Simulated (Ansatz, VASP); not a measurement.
## Cross-check of WS2 between VASP and Ansatz

Aim: how closely do two programs agree when they are given the same cell, functional and k mesh? The cell is taken from a series of runs on this material, whose earlier steps may have relaxed, scaled, displaced or heated it; both programs get it as it stands.

Program: Ansatz 0.2.0. Level of theory: plane waves, with VASP 6.6.1 beside it; LDA. Results are calculated unless marked as measured.

### 1. Set-up

The cell holds 3 atoms: 1 W and 2 S. Its edges and angles: a = 3.125 Å, b = 3.125 Å, c = 30.000 Å, α = 90.0°, β = 90.0°, γ = 120.0°. Vacuum lies along c.

As a file:

```xyz
3
Lattice="3.1253 0.0000 0.0000 -1.5627 2.7066 0.0000 0.0000 0.0000 30.0000" Properties=species:S:1:pos:R:3
W     0.0000    1.8044   10.0000
S     1.5627    0.9022   11.5606
S     1.5627    0.9022    8.4394
```

### 2. VASP: zone-centre phonons, LDA

Second derivatives magnify differences that forces hide, and they need a tight electronic threshold.

Lines of VASP's logs that name or quote its potential files are left out, and so is its time.

INCAR reads:

```
SYSTEM = WS2
PREC = Accurate
ENCUT = 600
EDIFF = 1E-08
NELM = 120
ISMEAR = 0
SIGMA = 0.01
LREAL = .FALSE.
ALGO = Normal
GGA = PW92
NBANDS = 15
LASPH = .TRUE.
LORBIT = 11
LWAVE = .FALSE.
LCHARG = .FALSE.
ISIF = 2
IBRION = 8
LEPSILON = .TRUE.
GGA_COMPAT = .FALSE.
EFERMI = MIDGAP
NELMDL = -8
KPAR = 2
```

POSCAR reads:

```
WS2
1.0
    3.1253123720      0.0000000000      0.0000000000
   -1.5626561860      2.7065999089      0.0000000000
    0.0000000000      0.0000000000     30.0000000000
W S
1 2
Direct
    0.3333333333      0.6666666667      0.3333333333
    0.6666666666      0.3333333334      0.3853525477
    0.6666666666      0.3333333334      0.2813141188
```

KPOINTS reads:

```
Automatic mesh
0
Gamma
9 9 1
0 0 0
```

Potentials, in the order of the species: W and S (LDA family, release 64).

Run with:

```sh
$ mpirun -np 2 vasp_std
```

Numbers of over 12 decimals in the logs are rounded to 6 here.

What it wrote:

```text
[banner, memory and clock lines left out]
running    2 mpi-ranks, on    1 nodes
 distrk:  each k-point on    1 cores,    2 groups
 distr:  one band on    1 cores,    1 groups

 POSCAR found type information on POSCAR W S
 POSCAR found :  2 types and       3 ions
|                                                                             |
|               ----> ADVICE to this user running VASP <----                  |
|                                                                             |
|     You enforced a specific xc type in the INCAR file but a different       |
|     [... a line on the potential file left out ...]
|     I HOPE YOU KNOW WHAT YOU ARE DOING!                                     |
|                                                                             |

 LDA part: xc-table for (Slater(with rela. corr.)+PW92), standard interpolation
 POSCAR, INCAR and KPOINTS ok, starting setup
 FFT: planning ... GRIDC
 FFT: planning ... GRID_SOFT
 FFT: planning ... GRID
 WAVECAR not read
 entering main loop
       N       E                     dE             d eps       ncg     rms          rms(c)
DAV:   1     0.146415200630E+03    0.14642E+03   -0.62683E+03   360   0.954E+02
DAV:   2    -0.853792973320E+01   -0.15495E+03   -0.14306E+03   650   0.168E+02
DAV:   3    -0.272245806388E+02   -0.18687E+02   -0.18533E+02   507   0.738E+01
DAV:   4    -0.275961833586E+02   -0.37160E+00   -0.37071E+00   466   0.131E+01
DAV:   5    -0.276060905642E+02   -0.99072E-02   -0.99056E-02   515   0.205E+00
DAV:   6    -0.276065178901E+02   -0.42733E-03   -0.42731E-03   494   0.438E-01
DAV:   7    -0.276065413867E+02   -0.23497E-04   -0.23497E-04   546   0.934E-02
DAV:   8    -0.276065422305E+02   -0.84374E-06   -0.84363E-06   517   0.168E-02    0.292E+01
DAV:   9    -0.264677758110E+02    0.11388E+01   -0.29164E+00   492   0.120E+01    0.127E+01
DAV:  10    -0.263121369918E+02    0.15564E+00   -0.10413E+00   465   0.793E+00    0.585E+00
DAV:  11    -0.262363451111E+02    0.75792E-01   -0.15598E-01   444   0.353E+00    0.903E-01
DAV:  12    -0.262355606587E+02    0.78445E-03   -0.28752E-02   507   0.117E+00    0.522E-01
DAV:  13    -0.262339089222E+02    0.16517E-02   -0.82325E-03   479   0.624E-01    0.169E-01
DAV:  14    -0.262339885732E+02   -0.79651E-04   -0.61733E-04   458   0.206E-01    0.397E-02
[...]
DAV:  23    -0.262348470788E+02   -0.68817E-05   -0.22115E-07   458   0.114E-03    0.354E-04
DAV:  24    -0.262348489896E+02   -0.19108E-05   -0.30511E-08   445   0.508E-04    0.209E-04
DAV:  25    -0.262348508229E+02   -0.18333E-05   -0.49087E-08   434   0.492E-04    0.175E-04
DAV:  26    -0.262348511469E+02   -0.32403E-06   -0.90310E-10   411   0.180E-04    0.410E-05
DAV:  27    -0.262348514576E+02   -0.31065E-06   -0.26586E-09   344   0.152E-04    0.562E-05
DAV:  28    -0.262348514812E+02   -0.23605E-07    0.66268E-10   404   0.464E-05    0.365E-05
DAV:  29    -0.262348515025E+02   -0.21292E-07    0.72226E-10   306   0.384E-05    0.182E-05
DAV:  30    -0.262348515038E+02   -0.13665E-08    0.81913E-10   369   0.155E-05
   1 F= -.26234852E+02 E0= -.26234852E+02  d E =0.000000E+00
 Linear response reoptimize wavefunctions to high precision
DAV:   1    -0.262348515050E+02   -0.11469E-08    0.81580E-10   327   0.653E-06
DAV:   2    -0.262348515048E+02    0.13915E-09    0.82662E-10   390   0.243E-06
DAV:   3    -0.262348515050E+02   -0.13824E-09    0.82141E-10   341   0.106E-06
 Linear response G [H, r] |phi>, progress :
  Direction:   1
       N       E                     dE             d eps       ncg     rms
RMM:   1    -0.965348193779E+02   -0.96535E+02   -0.99472E+01   958   0.750E+01
RMM:   2    -0.759274772645E+02    0.20607E+02   -0.98196E+00   602   0.218E+01
RMM:   3    -0.760084651736E+02   -0.80988E-01   -0.29627E-01   625   0.325E+00
RMM:   4    -0.760134031460E+02   -0.49380E-02   -0.11824E-02   638   0.665E-01
RMM:   5    -0.760136630405E+02   -0.25989E-03   -0.75032E-04   639   0.147E-01
RMM:   6    -0.760136746445E+02   -0.11604E-04   -0.73797E-05   655   0.379E-02
RMM:   7    -0.760136735468E+02    0.10977E-05   -0.94657E-06   666   0.109E-02
[...]
RMM:   1    -0.965879514035E+00   -0.96588E+00   -0.38739E+00   753   0.564E+00
RMM:   2    -0.102015265482E+01   -0.54273E-01   -0.25760E-02   608   0.101E+00    0.293E+00
RMM:   3    -0.245132323517E+00    0.77502E+00   -0.18623E+00   616   0.449E+00    0.149E+00
RMM:   4    -0.170721563325E+00    0.74411E-01   -0.88324E-02   589   0.143E+00    0.489E-01
RMM:   5    -0.153009533109E+00    0.17712E-01   -0.27944E-02   595   0.739E-01    0.198E-01
RMM:   6    -0.150836593244E+00    0.21729E-02   -0.15345E-03   602   0.184E-01    0.140E-01
RMM:   7    -0.149357740560E+00    0.14789E-02   -0.29729E-03   607   0.218E-01    0.570E-02
RMM:   8    -0.149594199895E+00   -0.23646E-03   -0.63824E-04   598   0.787E-02    0.519E-02
RMM:   9    -0.150266603271E+00   -0.67240E-03   -0.96624E-04   648   0.947E-02    0.369E-02
RMM:  10    -0.150261701768E+00    0.49015E-05   -0.10412E-05   620   0.221E-02    0.215E-02
RMM:  11    -0.150455439349E+00   -0.19374E-03   -0.21982E-04   698   0.394E-02    0.797E-03
RMM:  12    -0.150511516883E+00   -0.56078E-04    0.82861E-06   669   0.147E-02    0.836E-03
RMM:  13    -0.150505289249E+00    0.62276E-05    0.12161E-04   694   0.117E-02    0.599E-03
[...]
RMM:   6    -0.109639284361E+00   -0.86144E-05   -0.22897E-07  2149   0.293E-03    0.534E-04
RMM:   7    -0.109637254339E+00    0.20300E-05    0.53235E-07  2222   0.807E-04    0.171E-04
RMM:   8    -0.109636541223E+00    0.71312E-06    0.23517E-07  2246   0.234E-04    0.539E-05
RMM:   9    -0.109636442059E+00    0.99164E-07   -0.82679E-08  2293   0.875E-05    0.244E-05
RMM:  10    -0.109636461206E+00   -0.19148E-07   -0.60927E-08  2299   0.585E-05    0.366E-06
RMM:  11    -0.109636469554E+00   -0.83478E-08   -0.16101E-08  2354   0.436E-05    0.153E-06
 first order change of Fermi-energy  -0.21489E-03
 force on displaced ion       1 direction 1 : -23.004  -0.001   0.000
 Born effective charge ion    1 direction 1 :  -0.730   0.001   0.000
 Linear response progress:
  Degree of freedom:   2/  4
       N       E                     dE             d eps       ncg     rms          rms(c)
RMM:   1    -0.175421437867E+00   -0.17542E+00   -0.17346E-01   810   0.201E+00
RMM:   2    -0.155607544801E+00    0.19814E-01   -0.67715E-03   580   0.551E-01    0.206E-01
RMM:   3    -0.154889475751E+00    0.71807E-03   -0.61963E-04   606   0.145E-01    0.125E-01
RMM:   4    -0.154781389232E+00    0.10809E-03   -0.42608E-04   583   0.113E-01    0.435E-02
RMM:   5    -0.154882522261E+00   -0.10113E-03   -0.33616E-05   612   0.341E-02    0.177E-02
RMM:   6    -0.154934992291E+00   -0.52470E-04   -0.10517E-05   597   0.173E-02    0.536E-03
RMM:   7    -0.154919911548E+00    0.15081E-04   -0.31067E-07   620   0.361E-03    0.207E-03
RMM:   8    -0.154921736660E+00   -0.18251E-05   -0.19098E-08   611   0.107E-03    0.374E-04
RMM:   9    -0.154921349194E+00    0.38747E-06   -0.10826E-08   648   0.371E-04    0.154E-04
RMM:  10    -0.154921143042E+00    0.20615E-06   -0.27805E-08   624   0.433E-04    0.583E-05
RMM:  11    -0.154921094937E+00    0.48105E-07    0.23481E-08   657   0.196E-04    0.534E-05
RMM:  12    -0.154921188715E+00   -0.93778E-07   -0.21094E-08   670   0.148E-04    0.496E-05
RMM:  13    -0.154921289609E+00   -0.10089E-06    0.94993E-08   673   0.151E-04    0.313E-05
RMM:  14    -0.154921274050E+00    0.15559E-07   -0.26400E-08   688   0.880E-05    0.146E-05
RMM:  15    -0.154921254591E+00    0.19460E-07   -0.71718E-08   722   0.116E-04    0.110E-05
RMM:  16    -0.154921260779E+00   -0.61880E-08    0.38994E-08   717   0.740E-05    0.458E-06
 first order change of Fermi-energy   0.86286E-04
 force on displaced ion       1 direction 3 :  -0.000   0.000 -34.544
 Born effective charge ion    1 direction 3 :   0.000  -0.000  -0.076
 Linear response progress:
  Degree of freedom:   3/  4
       N       E                     dE             d eps       ncg     rms          rms(c)
RMM:   1    -0.921670650312E-01   -0.92167E-01    0.49981E-03  2931   0.207E+00
RMM:   2    -0.908948708054E-01    0.12722E-02   -0.21421E-03  1985   0.357E-01    0.132E-01
RMM:   3    -0.911089707486E-01   -0.21410E-03   -0.12237E-04  2030   0.705E-02    0.754E-02
RMM:   4    -0.914209789826E-01   -0.31201E-03   -0.86080E-05  2089   0.482E-02    0.140E-02
RMM:   5    -0.913680960865E-01    0.52883E-04   -0.40014E-06  2189   0.113E-02    0.516E-03
RMM:   6    -0.913440826801E-01    0.24013E-04   -0.44207E-07  2201   0.363E-03    0.253E-03
RMM:   7    -0.913532078196E-01   -0.91251E-05    0.10318E-07  2201   0.140E-03    0.560E-04
RMM:   8    -0.913523243986E-01    0.88342E-06    0.78757E-07  2278   0.350E-04    0.151E-04
RMM:   9    -0.913518533166E-01    0.47108E-06    0.38476E-08  2318   0.161E-04    0.825E-05
RMM:  10    -0.913518278033E-01    0.25513E-07   -0.95441E-08  2336   0.111E-04    0.975E-06
RMM:  11    -0.913518462108E-01   -0.18407E-07   -0.10335E-08  2447   0.985E-05    0.235E-06
RMM:  12    -0.913518435016E-01    0.27092E-08    0.14082E-07  2350   0.941E-05    0.850E-07
RMM:  13    -0.913518367456E-01    0.67560E-08    0.75878E-08  2042   0.925E-05    0.393E-07
 first order change of Fermi-energy   0.12329E-03
 force on displaced ion       2 direction 1 : -11.100   0.001   0.001
 Born effective charge ion    2 direction 1 :   0.361   0.000   0.000
 Linear response progress:
  Degree of freedom:   4/  4
       N       E                     dE             d eps       ncg     rms          rms(c)
RMM:   1    -0.162718613484E+00   -0.16272E+00    0.15808E-02   830   0.217E+00
RMM:   2    -0.158813538986E+00    0.39051E-02   -0.33102E-03   591   0.423E-01    0.370E-01
RMM:   3    -0.158718891732E+00    0.94647E-04   -0.46156E-04   608   0.128E-01    0.264E-01
RMM:   4    -0.158908625274E+00   -0.18973E-03   -0.31847E-04   604   0.855E-02    0.500E-02
RMM:   5    -0.158874958728E+00    0.33667E-04   -0.10918E-04   598   0.517E-02    0.175E-02
RMM:   6    -0.158868634107E+00    0.63246E-05   -0.42396E-06   621   0.128E-02    0.505E-03
RMM:   7    -0.158868490323E+00    0.14378E-06   -0.22304E-07   634   0.282E-03    0.290E-03
RMM:   8    -0.158871821675E+00   -0.33314E-05    0.59515E-09   639   0.765E-04    0.191E-03
RMM:   9    -0.158880620449E+00   -0.87988E-05   -0.30606E-08   601   0.113E-03    0.498E-04
RMM:  10    -0.158881319029E+00   -0.69858E-06    0.13130E-07   638   0.387E-04    0.402E-04
RMM:  11    -0.158884309290E+00   -0.29903E-05    0.39958E-07   671   0.694E-04    0.144E-04
RMM:  12    -0.158886045280E+00   -0.17360E-05   -0.24546E-07   679   0.383E-04    0.867E-05
RMM:  13    -0.158887609451E+00   -0.15642E-05    0.62581E-07   695   0.390E-04    0.459E-05
RMM:  14    -0.158887638246E+00   -0.28795E-07    0.31947E-07   709   0.238E-04    0.527E-05
[...]
RMM:  18    -0.158887923317E+00   -0.14982E-07    0.33758E-07   735   0.161E-04    0.446E-06
RMM:  19    -0.158887945085E+00   -0.21768E-07    0.43550E-07   732   0.155E-04    0.214E-06
RMM:  20    -0.158887946102E+00   -0.10171E-08    0.44694E-07   666   0.150E-04    0.136E-06
RMM:  21    -0.158887948330E+00   -0.22275E-08    0.45230E-07   646   0.149E-04    0.809E-07
RMM:  22    -0.158887947205E+00    0.11245E-08    0.44028E-07   660   0.148E-04    0.232E-07
RMM:  23    -0.158887946805E+00    0.40043E-09    0.43179E-07   503   0.147E-04    0.208E-07
RMM:  24    -0.158887948156E+00   -0.13512E-08    0.43645E-07   501   0.147E-04    0.151E-07
RMM:  25    -0.158887948078E+00    0.78508E-10    0.43555E-07   482   0.147E-04    0.586E-08
 first order change of Fermi-energy   0.15029E+01
 force on displaced ion       2 direction 3 :   0.000  -0.000 -19.312
 Born effective charge ion    2 direction 3 :   0.000   0.000   0.038
 Born effective charges drift removed
 Linear response finished
```

[end of part 1 of 2]

[Lines on the potential files, build, host, timing and source positions are cut from VASP's logs without a mark.]

[Logs are printed without paths, hosts, clocks, repeated set-up lines and the standing remarks that a program may print on its own settings, such as how far it seeks lower states.]

[Hosts, paths, dates, database ids (printed as entryN), source tags and the programs' standing remarks are cut or masked in the printed files.]
